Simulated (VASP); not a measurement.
FC2I2H3, 8 atoms in the cell. The cell holds a molecule in a box, 8 atoms: a = 13.000 Å, b = 13.000 Å, c = 13.000 Å, α = 90.00°, β = 90.00°, γ = 90.00°. 

- Program: VASP 6.6.1
- Task: single point
- Functional: PBE
- Dispersion: TS
- Potentials or basis: VASP PAW PBE potentials, release 64 (F, C, I, H)
- Cutoff: 520 eV
- k mesh: 1 × 1 × 1
- Occupations: gaussian, width 0.01 eV
- Spin: no spin polarisation
- Further INCAR settings: ALGO = Normal; EDIFF = 1e-06

Potentials or basis: VASP PAW PBE potentials, release 64 (F, C, I, H).

Command:

```sh
$ cat potpaw_PBE.64/F/POTCAR potpaw_PBE.64/C/POTCAR potpaw_PBE.64/I/POTCAR potpaw_PBE.64/H/POTCAR > POTCAR
$ mpirun -np 1 vasp_gam > vasp.out
```

Hardware: 1 thread of Intel(R) Xeon(R) Platinum 8559C (Emerald Rapids), with other jobs on the host.

Question: Estimate the wall time of this run.

Answer: Run time: 2.9 min on 1 thread of Intel(R) Xeon(R) Platinum 8559C (Emerald Rapids), on a shared host, peak memory 1.6 GiB. Counts: scf iterations 25, k points 1.
